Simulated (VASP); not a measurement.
Cost and result of VASP (PAW) for the band gap of MoS2 (2H layered). Gaps are without spin-orbit coupling. Each level names its cell: its own relaxed one, PBE's, or the starting one. A gap is the smallest over the k-mesh and a band path; hybrids may have named points in place of the path, and GW has the mesh alone. The cost counts the self-consistent run with its band path or extra points (for GW, with the PBE run and the diagonalisation ahead of it), each on the mesh and cut-off of its row, so the ratios hold those differences too. With PBE it took about 2 core-minutes. Times come from single runs on busy shared machines, so they are rough: good to a factor of about 2.

Without a dispersion term in the relaxation, distances and binding between the weakly bound layers, chains or molecules are unreliable, and so is what depends on them.

| level | k-mesh | cut-off (eV) | band gap (eV) | cost over PBE |
|---|---|---|---|---|
| PBE-D3(BJ) (own cell) | 9×9×2 | 520 | 0.77 | within a factor of 2 |
| PBE (own cell) | 9×9×2 | 520 | 1.35 | reference |
| RPBE (own cell) | 9×9×2 | 520 | 1.44 | within a factor of 2 |
| rev-vdW-DF2 (own cell) | 9×9×2 | 520 | 0.84 | within a factor of 2 |
| optB88-vdW (own cell) | 9×9×2 | 520 | 0.91 | within a factor of 2 |
| SCAN (own cell) | 9×9×2 | 520 | ? | about 3 times |
| r2SCAN (own cell) | 9×9×2 | 520 | ? | about 3 times |

Task: Fill in the missing entries.

Result: 
- SCAN (own cell), band gap (eV): 1.19
- r2SCAN (own cell), band gap (eV): 1.18

Left out are levels that failed, ran on another kind of processor or have no fit band path; at most nine are shown.

The compound is MoS2 in the 2H layered structure.
